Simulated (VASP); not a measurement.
GaS (space group P6_3/mmc): the band gap from VASP (plane waves, PAW) at several levels of theory. Gaps are without spin-orbit coupling. Each level names its cell: its own relaxed one, PBE's, or the starting one. A gap is the smallest over the k-mesh and a band path; hybrids may have named points in place of the path, and GW has the mesh alone.  Without a dispersion term in the relaxation, distances and binding between the weakly bound layers, chains or molecules are unreliable, and so is what depends on them. mBJ is a potential without an energy functional, so only the levels count.

| level | band gap (eV) |
|---|---|
| PBEsol (own cell) | 1.75 |
| mBJ (TB09) (PBE cell) | 2.68 |

The cell of the PBEsol (own cell) run:

GaS is modelled in the hexagonal space group P6₃/mmc (No. 194), Pearson symbol hP8. Cell: a = b = 3.565 Å, c = 16.022 Å, α = β = 90.00°, γ = 120.00°. Ga on 4f is surrounded by 3 S at 2.327 Å (trigonal pyramidal). S on 4f sees 3 Ga at 2.327 Å (trigonal pyramidal). (Neighbours: up to the widest gap in distance over summed covalent radii, below 1.35, at either atom; cation-cation and far metal-metal contacts left out.)

Only levels that ran to the end are used. Left out are those held back, those with too coarse a band path, GW runs whose mesh misses a band edge, hybrids' fits of cells that aren't cubic and levels without matching references; a question may draw on a part of the rest.

The structure comes from a computed database's GaS entry (P6_3/mmc); how it stands against other phases isn't given here.
